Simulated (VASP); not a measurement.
Data:

```xyz
3
Lattice="1.5395 -2.6666 0.0000 1.5395 2.6666 0.0000 0.0000 0.0000 3.4823" Properties=species:S:1:pos:R:3 pbc="T T T"
Mg     0.0000     0.0000     0.0000
B      1.5395     0.8889     1.7412
B      1.5395    -0.8889     1.7412
```

Computed with optB88-vdW, VASP's PBE PAW potentials (set 64) (plane waves; VASP 6.6.1). Run with 520 eV cut-off, 13×13×10 Γ-centred mesh, tetrahedra with Blöchl corrections, potentials Mg B.

The cores are frozen, which limits the accuracy of field gradients.

Give the principal components of the electric field gradient (V/Å²) and the asymmetry η at each nucleus.

```json
[
 {"atom": "Mg1", "Vxx": "0.1", "Vyy": "0.1", "Vzz": "-0.3", "η": "-"},
 {"atom": "B2", "Vxx": "-10.4", "Vyy": "-10.4", "Vzz": "20.8", "η": "0.00"},
 {"atom": "B3", "Vxx": "-10.4", "Vyy": "-10.4", "Vzz": "20.8", "η": "0.00"}
]
```

The compound is MgB2 in the AlB2 type structure. It was relaxed first.
